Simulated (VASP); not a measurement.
Input:

```xyz
4
Lattice="3.0581 0.0000 0.0000 -1.5290 2.6484 0.0000 0.0000 0.0000 5.0199" Properties=species:S:1:pos:R:3 pbc="T T T"
Si     0.0000     1.7656     2.5078
Si     1.5290     0.8828     5.0178
C      0.0000     1.7656     4.3946
C      1.5290     0.8828     1.8846
```

The numbers are results of LDA (Ceperley-Alder, Perdew-Zunger), VASP's LDA PAW potentials (set 64) (plane waves; VASP), not measurements. Run with 520 eV cut-off, 9×9×5 Γ-centred mesh, tetrahedra with Blöchl corrections, potentials Si C.

Q: Tabulate the total density of states (states/eV per cell) against energy (eV; zero at the valence-band maximum or, without a gap, the Fermi level).

A: 
(E (eV), DOS (states/eV)): (-9.96, 0.00); (-9.72, 0.00); (-9.48, 0.00); (-9.12, 0.00); (-8.88, 0.00); (-8.64, 0.02); (-8.40, 0.24); (-8.16, 0.62); (-7.92, 1.19); (-7.56, 1.85); (-7.32, 1.63); (-7.08, 1.10); (-6.84, 0.84); (-6.60, 0.94); (-6.24, 1.26); (-6.00, 1.12); (-5.76, 1.06); (-5.52, 1.48); (-5.28, 1.15); (-4.92, 1.06); (-4.68, 1.14); (-4.44, 1.35); (-4.20, 1.57); (-3.96, 1.55); (-3.72, 1.86); (-3.36, 1.90); (-3.12, 1.79); (-2.88, 2.10); (-2.64, 2.39); (-2.40, 2.15); (-2.04, 2.01); (-1.80, 4.13); (-1.56, 2.07); (-1.32, 1.69); (-1.08, 1.25); (-0.72, 0.88); (-0.48, 0.55); (-0.24, 0.31); (0.00, 0.01); (0.24, 0.00); (0.48, 0.00); (0.84, 0.00); (1.08, 0.00); (1.32, 0.00); (1.56, 0.00); (1.80, 0.00); (2.16, 0.00); (2.40, 0.02); (2.64, 0.06); (2.88, 0.18); (3.12, 0.61); (3.48, 1.15); (3.72, 1.30); (3.96, 1.34); (4.20, 1.50); (4.44, 1.54); (4.68, 1.32); (5.04, 1.28); (5.28, 1.50); (5.52, 1.46)
Within 2 eV below the valence-band maximum the largest weight inside VASP's projection spheres is C p, then Si p.

The structure comes from a computed database's SiC entry (P6_3mc); how it stands against other phases isn't given here. It was relaxed first.
